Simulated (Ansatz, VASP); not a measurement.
One calculation of Cu3Pt, two programs

```
Cu Pt
1.0
     3.78276    0.00000    0.00000
     0.00000    3.78276    0.00000
     0.00000    0.00000    3.78276
Cu Pt
3 1
Direct
  0.00000 0.50000 0.50000
  0.50000 0.00000 0.50000
  0.50000 0.50000 0.00000
  0.00000 0.00000 0.00000
```

Change from the starting cell: volume scaled by 1.06, crystal datasets.

Alike in both runs: task electric field gradients; functional LDA; k mesh 9 × 9 × 9; occupations fermi-dirac, width 0.05 eV; no spin polarisation.

|  | VASP | Ansatz |
| --- | --- | --- |
| version | VASP 6.6.1 | Ansatz 0.2.0 |
| potentials or method | VASP PAW LDA potentials, release 64 (Cu, Pt), cutoff 520 eV | all-electron PAW with datasets made for the crystal, scalar-relativistic |

Ansatz gave:

- pressure (GPa): -19.7
- Vzz of the field gradient on the site that differs most (V/Å²): 23.1

Question: What did VASP give for the same quantities?

Answer: Pressure (GPa): -18.9; Vzz of the field gradient on the site that differs most (V/Å²): 25.1.

Ansatz ran all-electron here, so the differences hold the error of VASP's frozen core and of both bases. Ansatz warned: «gradients_without_spin_orbit».

Caveats: so large a pressure means that the cell lies far from this level's equilibrium, or that cutoff or potentials fall short (VASP). Spin-orbit coupling is left out, which matters for the levels of Pt.
